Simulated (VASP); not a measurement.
```
PbS
1.0
    0.00000     3.00248     3.00248
    3.00248     0.00000     3.00248
    3.00248     3.00248     0.00000
Pb S
1 1
Direct
  0.00000   0.00000   0.00000
  0.50000   0.50000   0.50000
```

Calculation: PBE0 hybrid, VASP's PBE PAW potentials (set 64) (plane waves; VASP 6.6.1). Settings: 520 eV cut-off, 6×6×6 Γ-centred mesh, Gaussian smearing of 0.050 eV, potentials Pb_d S.

Unless said otherwise, spin-orbit coupling is left out, though it shifts the bands of the heavy elements here.

Problem. Predict the energy per atom (σ→0), pressure, band gap (over the mesh, the named points and PBE's band edges) with the smallest direct gap where there is one.

Solution. 
```
Property                                                                                    Result
--------------------------------------------------------------------------  ----------------------
band gap (over the mesh, the named points and PBE's band edges)                            1.52 eV
smallest direct gap (over the mesh, the named points and PBE's band edges)                 1.52 eV
energy per atom (σ→0)                                                       -550.5 kJ/mol of atoms
pressure                                                                                 -1.10 GPa
```

The absolute energy has meaning only against runs of the same code, potentials and settings.

The compound is PbS in the rock salt structure. It was relaxed first.
